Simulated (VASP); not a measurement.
Computed with r2SCAN meta-GGA, VASP's PBE PAW potentials (set 64) (plane waves; VASP).

VASP input:

### POSCAR
```
PbS
6.892650
  0.3064534327   0.1769309980   0.4999999948
 -0.3064534327   0.1769309980   0.4999999948
  0.0000000000  -0.3538619961   0.4999999948
Pb S
1 1
Direct
  0.9787226849   0.9787226849   0.9787226849
  0.4768843151   0.4768843151   0.4768843151
```

KPOINTS:
```
kpoints
0
gamma
  9 9 9
```

### INCAR
```
ALGO = Normal
EDIFF = 1E-7
ENCUT = 400
ISIF = 2
ISMEAR = -5
LASPH = .True.
LCHARG = .False.
LMAXMIX = 4
LMIXTAU = .True.
LORBIT = 11
LREAL = .False.
LWAVE = .False.
METAGGA = R2SCAN
NEDOS = 601
NELM = 100
PREC = Accurate
SYSTEM = PbS
```

File KPOINTS_OPT:
```
k-points along high-symmetry lines
8
Line-mode
Reciprocal
  0.000000   0.000000   0.000000 ! GAMMA
 -0.500000  -0.500000  -0.500000 ! T

 -0.500000  -0.500000  -0.500000 ! T
 -0.500000  -0.249906  -0.750095 ! H_2

 -0.249905   0.249906  -0.500000 ! H_0
  0.000000   0.000000  -0.500000 ! L

  0.000000   0.000000  -0.500000 ! L
  0.000000   0.000000   0.000000 ! GAMMA

  0.000000   0.000000   0.000000 ! GAMMA
  0.000000   0.374953  -0.374953 ! S_0

 -0.374953   0.000000  -0.625047 ! S_2
 -0.500000   0.000000  -0.500000 ! F

 -0.500000   0.000000  -0.500000 ! F
  0.000000   0.000000   0.000000 ! GAMMA
```

POTCAR, in this order: Pb_d S (PBE.64 set). Program: vasp_std.

What VASP printed:

File OSZICAR:
```
       N       E                     dE             d eps       ncg     rms          rms(c)
DAV:   1     0.857072618757E+02    0.85707E+02   -0.84602E+03  2392   0.132E+03
DAV:   2    -0.586573510070E+02   -0.14436E+03   -0.14155E+03  2554   0.335E+02
DAV:   3    -0.704169930215E+02   -0.11760E+02   -0.11686E+02  3070   0.101E+02
DAV:   4    -0.706994431086E+02   -0.28245E+00   -0.28229E+00  2720   0.186E+01
DAV:   5    -0.707109217897E+02   -0.11479E-01   -0.11478E-01  3420   0.355E+00    0.451E+00
DAV:   6    -0.654686906708E+02    0.52422E+01   -0.29264E+00  2908   0.328E+01    0.398E+00
DAV:   7    -0.654867676217E+02   -0.18077E-01   -0.71977E-01  2440   0.115E+01    0.216E+00
DAV:   8    -0.655518529506E+02   -0.65085E-01   -0.66923E-01  2404   0.713E+00    0.824E-01
DAV:   9    -0.656074469363E+02   -0.55594E-01   -0.24792E-01  2428   0.433E+00    0.647E-01
DAV:  10    -0.656049580510E+02    0.24889E-02   -0.32256E-02  2746   0.208E+00    0.403E-01
DAV:  11    -0.656084565466E+02   -0.34985E-02   -0.15704E-02  2482   0.119E+00    0.922E-02
DAV:  12    -0.656100952666E+02   -0.16387E-02   -0.74239E-03  2428   0.926E-01    0.162E-01
DAV:  13    -0.656104311046E+02   -0.33584E-03   -0.64851E-04  2590   0.241E-01    0.917E-02
DAV:  14    -0.656114041400E+02   -0.97304E-03   -0.50840E-04  2464   0.253E-01    0.361E-02
DAV:  15    -0.656116718469E+02   -0.26771E-03   -0.34234E-04  2494   0.211E-01    0.161E-02
DAV:  16    -0.656116760715E+02   -0.42246E-05   -0.13330E-05  3124   0.381E-02    0.625E-03
DAV:  17    -0.656116782000E+02   -0.21285E-05   -0.61315E-06  2476   0.218E-02    0.225E-03
DAV:  18    -0.656116782412E+02   -0.41217E-07   -0.16624E-07  2768   0.402E-03
   1 F= -.65611678E+02 E0= -.65611678E+02  d E =0.000000E+00
       N       E                     dE             ncg
```

File OUTCAR:
```
------------------------ aborting loop because EDIFF is reached ----------------------------------------
  FORCE on cell =-STRESS in cart. coord.  units (eV):
  Direction    XX          YY          ZZ          XY          YZ          ZX
  --------------------------------------------------------------------------------------
  Total        0.0051339      0.0051339      0.0185086     -0.0000000     -0.0000000      0.0000000
  in kB        0.1544207      0.1544208      0.5567200     -0.0000000     -0.0000000      0.0000000
  external PRESSURE =       0.2885205 kB  Pullay stress =       0.0000000 kB
  volume of cell :       53.27
      direct lattice vectors                 reciprocal lattice vectors
     2.112276253  1.219523443  3.446324964     0.236711462  0.136665406  0.096721388
    -2.112276253  1.219523443  3.446324964    -0.236711462  0.136665406  0.096721388
     0.000000000 -2.439046887  3.446324964     0.000000000 -0.273330812  0.096721388
  FREE ENERGIE OF THE ION-ELECTRON SYSTEM (eV)
  ---------------------------------------------------
  free  energy   TOTEN  =       -65.6116782412 eV

  energy  without entropy=      -65.6116782412  energy(sigma->0) =      -65.61167824

 total charge

# of ion       s       p       d       tot
------------------------------------------
    1        1.487   0.477   9.839  11.803
    2        1.336   2.363   0.000   3.699
--------------------------------------------------
tot          2.823   2.840   9.839  15.502
```
(Selected blocks of OUTCAR.)

The structure comes from a computed database's PbS entry (R3m); how it stands against other phases isn't given here. It was relaxed first.
